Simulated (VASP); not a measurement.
Be4Ni:

```xyz
5
Lattice="3.5422 0.0000 0.0000 -1.7711 3.0677 0.0000 0.0000 0.0000 3.7287" Properties=species:S:1:pos:R:3 pbc="T T T"
Be    1.7711    0.0000    1.8643
Be   -0.8856    1.5338    1.8643
Be    0.8856    1.5338    1.8643
Be    0.0000    0.0000    0.0000
Ni    0.0000    0.0000    1.8643
```

The cell was built by a generator and needn't be a form met in nature.

- Program: VASP 6.6.1
- Task: relaxation of cell and atoms
- Functional: PBE
- Potentials or basis: VASP PAW PBE potentials, release 64 (Be, Ni)
- Cutoff: 600 eV
- k mesh: 9 × 9 × 7
- Occupations: methfessel-paxton, width 0.2 eV
- Spin: collinear spin, ferromagnetic start
- Starting moments: [0.0, 0.0, 0.0, 0.0, 1.0] μB

At the start: pressure 104.7 GPa; volume 8.10 Å³/atom.

Problem. How do energy, volume and symmetry change on relaxing?

Solution. Over 7 steps the energy falls by 1267.5 meV/atom and the volume is 12.95 Å³/atom (+59.8 %); space group P6/mmm (No. 191, to 0.05 Å); moment 0.00 μB per cell.

The path:
```csv
step,energy change (eV),largest force (eV/Å),pressure (GPa),volume (Å³)
1,0.0000,0.0000,104.66,40.52
2,-5.3332,0.0000,-11.78,78.90
3,-6.2930,0.0000,3.06,62.26
4,-6.2969,0.0000,0.93,63.48
5,-6.2974,0.0000,1.85,62.96
6,-6.3338,0.0000,0.63,64.15
7,-6.3376,0.0000,0.10,64.76
```

Final structure:
```
CELL_PARAMETERS angstrom
4.30031 0.00000 0.00000
-2.15015 3.72418 0.00000
0.00000 0.00000 4.04344
ATOMIC_POSITIONS crystal
Be 0.50000 0.00000 0.50000
Be 0.00000 0.50000 0.50000
Be 0.50000 0.50000 0.50000
Be 0.00000 0.00000 0.00000
Ni 0.00000 0.00000 0.50000
```

Caveat: the volume moved by over 15 % at a fixed basis, so the end points are rough.
